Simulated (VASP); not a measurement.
Input:

```yaml
crystal:
  lattice:
    - [2.79378, 0.00000, 0.00000]
    - [0.00000, 2.79378, 0.00000]
    - [0.00000, 0.00000, 2.79378]
  atoms:
    - { symbol: Al, position: [0.50000, 0.50000, 0.50000] }
    - { symbol: Co, position: [0.00000, 0.00000, 0.00000] }
```

Method: LDA (Ceperley-Alder, Perdew-Zunger), VASP's LDA PAW potentials (set 64) (plane waves; VASP). Settings: 400 eV cut-off, Gaussian smearing of 0.050 eV, potentials Al Co.

Question: Give the energies of bands 1 to 9 at the high-symmetry points, in eV from the Fermi level.

Answer: 
| band | Γ | X | M | R |
|---|---|---|---|---|
| 1 | -11.43 | -6.94 | -5.52 | -4.21 |
| 2 | -3.29 | -6.91 | -3.34 | -4.21 |
| 3 | -3.29 | -2.65 | -2.75 | -4.21 |
| 4 | -0.90 | -1.85 | -2.75 | -0.27 |
| 5 | -0.90 | -1.85 | -1.63 | -0.27 |
| 6 | -0.90 | -0.77 | -1.63 | 2.41 |
| 7 | 6.23 | 0.16 | -0.31 | 2.41 |
| 8 | 6.23 | 8.54 | 2.58 | 2.41 |
| 9 | 6.23 | 10.91 | 3.84 | 4.57 |

It has no gap at this level: it comes out as a metal or semimetal.

The compound is CoAl in the CsCl type structure. It was relaxed first, which changed the volume by -7 %. The run is not spin-polarised, so no magnetic state was tried.
